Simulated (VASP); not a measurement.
A run of VASP 6.6.1 is set up as follows.

The input INCAR:

```
SYSTEM = AsH3
PREC = Accurate
ENCUT = 400
EDIFF = 1E-7
ISMEAR = 0
SIGMA = 0.01
LREAL = .FALSE.
LASPH = .TRUE.
NELM = 80
ALGO = Normal
ISIF = 2
LWAVE = .FALSE.
LCHARG = .FALSE.
GGA = PE
IVDW = 13
NBANDS = 12
ISYM = 0
```

KPOINTS

```
Automatic mesh
0
G
  1 1 1
  0 0 0
```

Contents of POSCAR:

```
AsH3                                    
1.0
   12.5572003111      0.0000000000      0.0000000000
    0.0000000000     13.0572003111      0.0000000000
    0.0000000000      0.0000000000     13.5572003111
  As              H             
     1     3
Selective dynamics
Direct
     0.5242353622000024    0.5072092103999992    0.4572508723000013   F   F   F
     0.5232520820333039    0.4114908037455250    0.5235243882956855   T   T   T
     0.5477478238870046    0.5751597638262167    0.5474368768548691   T   T   T
     0.4038029111756331    0.5213238326008973    0.4734786744177568   T   T   T
```

Potentials or basis: VASP PAW PBE potentials, release 64 (As, H).

Run with:

```console
$ cat potpaw_PBE.64/As/POTCAR potpaw_PBE.64/H/POTCAR > POTCAR
$ mpirun -np 4 vasp_gam > vasp.out
```

(1) Predict the largest force.

(2) What does it give for the gap between the frontier levels?

## Answers

(1) 0.080 eV/Å.

(2) 6.00 eV.
